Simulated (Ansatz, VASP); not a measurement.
# ZrC: VASP beside Ansatz, part 2 of 3

Wanted: the spread between two codes on one cell, functional and k mesh. The cell is taken from a series of runs on this material, whose earlier steps may have relaxed, scaled, displaced or heated it; both programs get it as it stands.

VASP 6.6.1 and Ansatz 0.2.0.

So far: The structure; VASP: zone-centre phonons, PBE.

### Step 3. Ansatz: zone-centre phonons, PBE

Level of this step: Ansatz beside VASP: Kohn-Sham DFT, plane waves, PBE (Ansatz).

Ansatz runs on its default PAW (the set named soft_2) files.

The same cell, functional, mesh and smearing now go to Ansatz, which takes its cutoff from its data sets.

input.yaml reads:

```yaml
crystal:
  lattice:
    - [0.0, 2.3543020868, 2.3543020868]
    - [2.3543020868, 0.0, 2.3543020868]
    - [2.3543020868, 2.3543020868, 0.0]
  atoms:
    - { symbol: Zr, position: [0.5, 0.5, 0.5] }
    - { symbol: C, position: [0.0, 0.0, 0.0] }
kpoints:
  mp_grid: { grid: [16, 16, 16] }
hamiltonian:
  xc: pbe
scf:
  occupations: { method: methfessel_paxton, width: 0.15 }
output:
  eigenvalues: true
phonons:
  method: dfpt
  qmesh: [2, 2, 2]
  temperatures: { t_max: 1000, t_step: 50 }
  qpath:
    path:
      - [[0.0, 0.0, 0.0], [0.5, 0.0, 0.5], [0.625, 0.25, 0.625]]
      - [[0.375, 0.375, 0.75], [0.0, 0.0, 0.0], [0.5, 0.5, 0.5], [0.5, 0.25, 0.75], [0.5, 0.0, 0.5]]
    npoints: 10
```

Command:

```
> ansatz run input.yaml --threads 4 --pin off --max-ram 7168MiB --backend cpu --events-out ev --progress --plain --runs-dir out
```

Numbers of over 12 decimals in the logs are rounded to 6 here.

What it wrote:

```text
Engine: ansatz 0.2.0, aarch64-unknown-linux-gnu
Pseudopotentials: kind: paw
Pseudopotential: Zr, paw, valence charge 12, recommended cutoff 420 eV (normal), Zr.paw.azcp
Pseudopotential: C, paw, valence charge 4, recommended cutoff 420 eV (normal), C.paw.azcp
Functional definition: PBE
  parameter kappa = 0.804
  parameter beta = 0.066725
  exchange = pbe_x(kappa = kappa, mu = beta*pi^2/3)
  correlation = pbe_c(beta = beta)
Crystal: 2 atoms, lattice volume = 26.099 Å³
Basis set: ecut = 420 eV, 531 PW (Γ), exchange–correlation on 48×48×48 points (8 copies of the dense FFT grid, shifted against one another)
Bands: 12, of which v1, the nominal top of the filled ones, is band 8 counted from 1 (7 counted from 0)
Symmetry: 48 space group operations
k-points: 145 of 4096
Non-local potential: Zr, projectors of the file, l = 0: 3, l = 1: 2, l = 2: 2, l = 3: 2
Non-local potential: C, projectors of the file, l = 0: 2, l = 1: 2, l = 2: 1
PAW form: soft (Blöchl's): semilocal exchange-correlation on the pseudo side does not see the compensation charge
PAW one-centre angular grid: Zr, 590 points (default); XC on 64 Gauss nodes
PAW one-centre angular grid: C, 110 points (default); XC on 64 Gauss nodes
Initial density: superposition of atomic densities (neutral atoms: chi_scale 0, normalization atom), corrected by the library's trained network
Initial wavefunctions: pseudopotential atomic-orbital guess
Functional: x = pbe(κ = 0.804, μ = 0.219515), c = pbe(β = 0.066725)
SCF iter   1: F=—  HF=-4436.495680 eV  |F-HF|=—  |Δ(HF+E_count)|=         —  Δρ=1.46e-3  dr2=5.46e-4  ethr=1.77e-3  ⟨swp⟩=5.0  Hψ=8695  notcnv=0
preconditioner: auto → none  [metal: Δε(μ)=0.057 eV  Ē_g=17.970 eV  σ=0.150 eV  W_gap=0.30  n_scr=8 (ndim 8)  ℏωp=27.2 eV  f_vac=0.000  D(μ)=0.39/eV (n_scr^D=0)  sad-step TF]
SCF iter   2: F=—  HF=-4436.495339 eV  |F-HF|=—  |Δ(HF+E_count)|=   3.41e-4  S|Δr|=    0.00e0  Δρ=8.42e-4  dr2=2.01e-4  ethr=3.41e-6  ⟨swp⟩=2.4  Hψ=3832  notcnv=0
SCF iter   3: F=—  HF=-4436.495330 eV  |F-HF|=—  |Δ(HF+E_count)|=   9.11e-6  S|Δr|=    0.00e0  Δρ=2.57e-4  dr2=1.47e-5  ethr=1.25e-6  ⟨swp⟩=2.0  Hψ=2212  notcnv=0
SCF iter   4: F=—  HF=-4436.495324 eV  |F-HF|=—  |Δ(HF+E_count)|=   6.17e-6  S|Δr|=    0.00e0  Δρ=8.65e-5  dr2=1.63e-6  ethr=9.19e-8  ⟨swp⟩=2.2  Hψ=2807  notcnv=0
SCF iter   5: F=—  HF=-4436.495323 eV  |F-HF|=—  |Δ(HF+E_count)|=   1.13e-6  S|Δr|=    0.00e0  Δρ=9.81e-6  dr2=1.16e-8  ethr=1.02e-8  ⟨swp⟩=2.0  Hψ=2877  notcnv=0
SCF iter   6: F=—  HF=-4436.495323 eV  |F-HF|=—  |Δ(HF+E_count)|=   8.51e-9  S|Δr|=    0.00e0  Δρ=4.46e-6  dr2=3.13e-9  ethr=7.23e-11  ⟨swp⟩=2.1  Hψ=2280  notcnv=0
SCF iter   7: F=—  HF=-4436.495323 eV  |F-HF|=—  |Δ(HF+E_count)|=   1.27e-9  S|Δr|=    0.00e0  Δρ=8.92e-7  dr2=1.03e-10  ethr=1.96e-11  ⟨swp⟩=2.1  Hψ=2793  notcnv=0
SCF iter   8: F=-4436.495323 eV  HF=-4436.495323 eV  |F-HF|=0.00e0  |Δ(HF+E_count)|=  4.09e-11  S|Δr|=    0.00e0  Δρ=1.37e-7  dr2=2.63e-12  ethr=1.00e-12  ⟨swp⟩=5.7  Hψ=6959  notcnv=0
SCF 1 converged in 8 iterations: F = -4436.495323 eV  dr2 = 2.63e-12
  greatest PAW one-centre occupation: 0.996 electrons in one spin orbital (limit 2), on the Zr atom at site 0 (counted from 0), in its partial waves of l = 0
Initial density: read from a saved state, or passed on in memory by an earlier SCF of this step, an earlier step, the calling program or the single point that the run made first
iter 1 solved again at ethr=4.56e-8 eV; its pass at ethr=3.10e-3 eV (dr2=7.30e-6 eV) is discarded
SCF iter   1: F=—  HF=-4436.495322 eV  |F-HF|=—  |Δ(HF+E_count)|=         —  Δρ=1.13e-6  dr2=3.26e-10  ethr=4.56e-8  ⟨swp⟩=3.1  Hψ=13793  notcnv=0
eigensolver tolerance schedule: the retry pair's looser diagonalisation over-reported the residual by 22419.16 of it (diagonalisation noise at 0.49 of the residual, at the tolerance the schedule requests for it); recorded, not acted on — ethr = c·dr2/N_el stays at c = 1.0e-1
preconditioner: auto → none  [metal: Δε(μ)=0.010 eV  Ē_g=17.972 eV  σ=0.150 eV  W_gap=0.06  n_scr=8 (ndim 8)  ℏωp=27.2 eV  f_vac=0.000  D(μ)=0.38/eV (n_scr^D=0)]
SCF iter   2: F=—  HF=-4436.495323 eV  |F-HF|=—  |Δ(HF+E_count)|=   1.71e-7  S|Δr|=    0.00e0  Δρ=6.77e-7  dr2=1.37e-10  ethr=2.04e-12  ⟨swp⟩=3.0  Hψ=3806  notcnv=0
SCF iter   3: F=—  HF=-4436.495323 eV  |F-HF|=—  |Δ(HF+E_count)|=  2.64e-11  S|Δr|=    0.00e0  Δρ=3.67e-7  dr2=3.96e-11  ethr=1.00e-12  ⟨swp⟩=1.0  Hψ=1740  notcnv=0
SCF iter   4: F=-4436.495323 eV  HF=-4436.495323 eV  |F-HF|=4.55e-12  |Δ(HF+E_count)|=  1.09e-11  S|Δr|=    0.00e0  Δρ=1.31e-7  dr2=5.29e-12  ethr=1.00e-12  ⟨swp⟩=1.0  Hψ=4060  notcnv=0
SCF 2 converged in 4 iterations: F = -4436.495323 eV  dr2 = 5.29e-12
phonons: the bands overlap, so this run is a metal and interpolates without the dipole-dipole term. If the crystal is really an insulator or semiconductor, its LO-TO splitting is missing
NSCF: frozen V_eff on 145 k-points
NSCF: frozen V_eff on 349 k-points
DFPT response loops at q = (0, 0, 0) (fractional): preconditioner auto → Kerker (q_TF=auto, 2.515 Å⁻¹) (partly filled bands, converged f_vac=0.000); β = 1.00, the filter's whole step (`scf.mixing.beta` (0.50) is not read by the response loops under this deck's `scf.mixing.preconditioner`; to damp them name `kerker` or `kerker_dos`, under which they read `scf.mixing.beta`, and type it under 1.00, their step now; both keys bind the ground state too); Broyden in place of MSR1
NSCF: frozen V_eff on 2196 k-points
DFPT response loops at q = (0, 0, -0.5) (fractional): mixed as the last ones told, above
NSCF: frozen V_eff on 1242 k-points
DFPT response loops at q = (0, -0.5, -0.5) (fractional): mixed as the last ones told, above
SCF converged after 8 iterations
Stability not checked: this state was not tested for a lower state beside it, because cold or Methfessel-Paxton smearing, or corrected tetrahedra, fill the levels in a way that the test cannot read (fill_not_monotonic; see scf.lower_state_search)
Free energy (F): -4436.495323 eV
Harris-Foulkes:  -4436.495323 eV  (|F-HF|=0.00e0)
Internal energy: -4436.494804 eV  (E = F + TS)
E sigma→0 (E₀):  -4436.495193 eV
Entropy (-TS):   -0.000518 eV (-0.259 meV/atom)
Fermi energy:    14.765675 eV
Step filling:    the computed levels leave a gap of 0.0124 eV = 0.1 smearing widths at the electron count; against every level under it full and every level over it empty, smearing changes F+E_penalty+E_count by -0.444 meV and its σ→0 estimate by -0.315 meV
--- Per-component energies (eV) ---
  E_band       = -50.221339
  E_kinetic    = 422.210987
  E_local      = -597.441468  (includes V_loc(G=0)·N_el)
  E_nonlocal   = 104.384500
  E_hartree    = 179.336659
  E_xc         = -211.336930
  E_vxc        = -252.648034  (∫ρ·V_xc dr)
  E_paw        = -3051.987254  (= ΣΔE_a)
  E_vpaw       = -85.400643  (= ΣTr[D̂ρ^β])
  E_aug_tail   = 0.000034  (compensation charges beyond the density's cutoff)
  E_ewald      = -1281.661333
  E_smearing   = -0.000518  (= −TS)
  E_closure    = 0.000000  (closes the sum)
  Σ components = -4436.495323   (vs F -4436.495323, Δ=0.00e0)
--- Band table (eV; the first three rows and the last of 145) ---
  k-point 0: bands = [... 4 lower, 3.4876, 15.7107, 15.7107, 15.7107, 15.8703, 15.8703, 15.8703, 17.5746]
  k-point 1: bands = [... 4 lower, 3.5761, 14.9720, 15.1703, 15.1703, 16.0826, 16.0826, 16.4045, 18.0856]
  k-point 2: bands = [... 4 lower, 3.8326, 14.0239, 14.3942, 14.3942, 16.3686, 16.3686, 16.8273, 19.1146]
  k-point 144: bands = [... 4 lower, 5.3375, 12.1509, 12.4384, 12.4384, 18.0479, 18.0479, 20.4115, 21.7751]
--- Phonons (Γ-DFPT): 2 representative perturbations + reference (Σ response iterations 6) ---
  ASR residual: 1.520e-4 → 0.000e0 eV/Å²; symmetrization residual: 3.204e-7 eV/Å²
  ASR residual per site (eV/Å²): 1.52e-4 2.03e-5
  Γ frequencies (cm⁻¹): 0.00 0.00 0.00 418.54 418.54 418.54
--- Phonons (arbitrary-q DFPT): 3 irreducible q on the 2×2×2 mesh ---
  q = [0.0000, 0.0000, 0.0000] (star 1, of the zone-centre solve; hermiticity 9.37e-8, symmetrization 7.98e-14): -0.00 0.00 0.00 418.54 418.54 418.54
  q = [0.0000, 0.0000, -0.5000] (star 4, 2 solved perturbations on 1098 of 4096 k-point pairs; hermiticity 3.01e-9, symmetrization 1.40e-9): 179.54 179.54 321.93 511.69 511.69 653.16
  q = [0.0000, -0.5000, -0.5000] (star 3, 4 solved perturbations in 1940 linear systems a pass and spin channel, the states on 621 of 4096 k-point pairs; hermiticity 4.80e-9, symmetrization 1.61e-9): 206.30 206.30 258.34 452.38 452.38 533.89
  sum rule: each row above includes the acoustic sum rule's correction from the zone centre's row sums; it moved no ω² by more than (0.68 cm⁻¹)²
  mesh force constants: q→R imaginary residual 3.37e-18; ASR residual 1.520e-4 → 0.000e0 eV/Å²; symmetrization residual 8.882e-15 eV/Å²
  interpolated dispersion: 62 rows × 6 modes
  density of states and harmonic sums: on the 24×24×24 q-mesh, interpolated from the force constants of a 2×2×2 supercell (no non-analytic term)
  largest difference from the sums on the solved wave vectors: F 5.00e-2 eV, S 8.23e-5 and C_V 3.23e-5 eV/K
  zero-point energy: 0.135229 eV/cell   skipped modes (ω ≤ 0): 3   left out of the sums: 3.62e-5 of the cell's modes: C_V's classical limit lies that fraction below 3 k_B per atom; for a crystal, a wire or a layer, F and S can be off by more, and a phonons.interpolated_qmesh denser along its periods is the remedy for the sampling
```

In the SCF lines HF is the Harris–Foulkes energy and dr2 the Hartree energy of the density residual, in eV; the loop may stop once dr2 is under the threshold and the program's other checks hold. Hψ counts applications of the Hamiltonian.

### Step 4. Comparison

Known differences besides the potentials themselves: VASP's run holds the zone centre alone; the cutoff is 420 eV in Ansatz and 600 eV in VASP. Total energies have different zeros and are not compared.

Both answers:

```csv
quantity,Ansatz,VASP,difference
optical mode 1 to 3 (cm⁻¹),418.5,419.6,-0.25 %
```

Modes are paired by rising frequency, not by their patterns, so a pair may set unlike modes beside each other; they are those without the splitting of longitudinal modes.

### Step 5. VASP: zone-centre phonons, RPBE

Second derivatives magnify differences that forces hide, and they need a tight electronic threshold. The cell compared in this pair holds 26.50 Å³, against 26.10 Å³ for the pair before.

INCAR reads:

```
SYSTEM = ZrC
PREC = Accurate
ENCUT = 600
EDIFF = 1E-08
NELM = 120
ISMEAR = 1
SIGMA = 0.15
LREAL = .FALSE.
ALGO = Normal
GGA = RP
NBANDS = 14
LASPH = .TRUE.
LORBIT = 11
LWAVE = .FALSE.
LCHARG = .FALSE.
ISIF = 2
IBRION = 8
GGA_COMPAT = .FALSE.
KPAR = 2
```

POSCAR reads:

```
ZrC
1.0
    0.0000000000      2.3661863710      2.3661863710
    2.3661863710      0.0000000000      2.3661863710
    2.3661863710      2.3661863710      0.0000000000
Zr C
1 1
Direct
    0.5000000000      0.5000000000      0.5000000000
    0.0000000000      0.0000000000      0.0000000000
```

KPOINTS reads:

```
Automatic mesh
0
Gamma
16 16 16
0 0 0
```

PAW data sets: Zr_sv and C (PBE family, release 64).

Command:

```
> mpirun -np 2 vasp_std
```

What it wrote:

```text
[banner, memory and clock lines left out]
running    2 mpi-ranks, on    1 nodes
[...]
|                                                                             |
|               ----> ADVICE to this user running VASP <----                  |
|                                                                             |
|     You enforced a specific xc type in the INCAR file but a different       |
|     [... a line on the potential file left out ...]
|     I HOPE YOU KNOW WHAT YOU ARE DOING!                                     |
|                                                                             |

 LDA part: xc-table for (Slater+PW92), standard interpolation
 POSCAR, INCAR and KPOINTS ok, starting setup
[...]
entering main loop
       N       E                     dE             d eps       ncg     rms          rms(c)
DAV:   1     0.113688336542E+03    0.11369E+03   -0.94112E+03  4076   0.128E+03
DAV:   2    -0.148398097799E+02   -0.12853E+03   -0.12061E+03  5062   0.319E+02
[...]
RMM:  27    -0.652429015136E+00   -0.51870E-07   -0.49737E-07 20021   0.184E-04    0.401E-05
RMM:  28    -0.652429046525E+00   -0.31389E-07   -0.44509E-07 21103   0.162E-04    0.428E-05
RMM:  29    -0.652429096519E+00   -0.49994E-07   -0.38328E-07 20184   0.144E-04    0.428E-05
 first order change of Fermi-energy   0.21156E-04
 force on displaced ion       1 direction 1 :  -6.478   0.000   0.000
 Linear response progress:
  Degree of freedom:   2/  2
       N       E                     dE             d eps       ncg     rms          rms(c)
RMM:   1    -0.121781797649E+00   -0.12178E+00   -0.94005E-03 22365   0.162E+00
RMM:   2    -0.116142758286E+00    0.56390E-02   -0.32733E-03 18236   0.344E-01    0.123E-01
RMM:   3    -0.116789408496E+00   -0.64665E-03   -0.11366E-03 18173   0.158E-01    0.594E-02
RMM:   4    -0.117771943286E+00   -0.98253E-03   -0.43809E-04 18086   0.112E-01    0.183E-02
[...]
RMM:  11    -0.117892278478E+00   -0.13390E-06   -0.39715E-07 23358   0.226E-04    0.489E-06
RMM:  12    -0.117892246952E+00    0.31526E-07   -0.59196E-07 23439   0.107E-04    0.340E-06
RMM:  13    -0.117892250283E+00   -0.33317E-08   -0.90560E-08 23393   0.536E-05    0.152E-06
 first order change of Fermi-energy   0.40265E-03
 force on displaced ion       2 direction 1 :  -6.472   0.000   0.000
 Linear response finished
```

Parts of OUTCAR (step 5):

```text
  Total        0.0158947      0.0158947      0.0158947     -0.0000000      0.0000000      0.0000000
  in kB        0.9611408      0.9611408      0.9611408     -0.0000000      0.0000000      0.0000000
  external PRESSURE =       0.9611408 kB  Pullay stress =       0.0000000 kB

 POSITION                                       TOTAL-FORCE (eV/Angst)
 -----------------------------------------------------------------------------------
      2.36619      2.36619      2.36619         0.000000      0.000000      0.000000
      0.00000      0.00000      0.00000        -0.000000     -0.000000     -0.000000
 -----------------------------------------------------------------------------------
    total drift:                                0.000000      0.000000      0.000000

[... 1 part as in an earlier step ...]

[... 1 further part left out ...]
```

### Step 6. Ansatz: zone-centre phonons, RPBE

The same cell, functional, mesh and smearing now go to Ansatz, which takes its cutoff from its data sets.

The cell is taken from a series of runs on this material, whose earlier steps may have relaxed, scaled, displaced or heated it; both programs get it as it stands.

input.yaml, as its differences from that of step 3:

```diff
@@ -2,5 +2,5 @@
   lattice:
-    - [0.0, 2.3543020868, 2.3543020868]
-    - [2.3543020868, 0.0, 2.3543020868]
-    - [2.3543020868, 2.3543020868, 0.0]
+    - [0.0, 2.366186371, 2.366186371]
+    - [2.366186371, 0.0, 2.366186371]
+    - [2.366186371, 2.366186371, 0.0]
   atoms:
@@ -11,3 +11,3 @@
 hamiltonian:
-  xc: pbe
+  xc: rpbe
 scf:
```

Command:

```
> ansatz run input.yaml --threads 4 --pin off --max-ram 7168MiB --backend cpu --events-out ev --progress --plain --runs-dir out
```

What it wrote:

```text
[...]
Crystal: 2 atoms, lattice volume = 26.496 Å³
Basis set: ecut = 420 eV, 531 PW (Γ), exchange–correlation on 48×48×48 points (8 copies of the dense FFT grid, shifted against one another)
Bands: 12, of which v1, the nominal top of the filled ones, is band 8 counted from 1 (7 counted from 0)
Symmetry: 48 space group operations
k-points: 145 of 4096
[...]
k-point 144: bands = [... 4 lower, 5.1569, 12.0304, 12.2885, 12.2885, 17.8633, 17.8633, 20.1542, 21.4551]
[...]
ASR residual: 2.701e-4 → 0.000e0 eV/Å²; symmetrization residual: 8.297e-7 eV/Å²
  ASR residual per site (eV/Å²): 2.70e-4 2.92e-5
  Γ frequencies (cm⁻¹): 0.00 0.00 0.00 406.50 406.50 406.50
--- Phonons (arbitrary-q DFPT): 3 irreducible q on the 2×2×2 mesh ---
[...]
interpolated dispersion: 62 rows × 6 modes
[...]
[key lines of the parts left out:]
SCF converged after 7 iterations
Free energy (F): -4444.563452 eV
Fermi energy:    14.615316 eV
```

### Step 7. Side by side

What differs besides the data sets and the points named for the pairs above, as far as they apply: Ansatz makes its cores anew for this functional, VASP keeps those of its PBE data sets. Total energies have different zeros and are not compared.

Compared:

```csv
quantity,Ansatz,VASP,difference
optical mode 1 to 3 (cm⁻¹),406.5,407.2,-0.18 %
```

Modes are paired by rising frequency, not by their patterns, so a pair may set unlike modes beside each other; they are those without the splitting of longitudinal modes.

(Continued in part 3 of 3.)

[Lines on the potential files, build, host, timing and source positions are cut from VASP's logs without a mark.]

[Logs are printed without paths, hosts, clocks, repeated set-up lines and the standing remarks that a program may print on its own settings, such as how far it seeks lower states.]

[Hosts, paths, dates, database ids (printed as entryN), source tags and the programs' standing remarks are cut or masked in the printed files.]
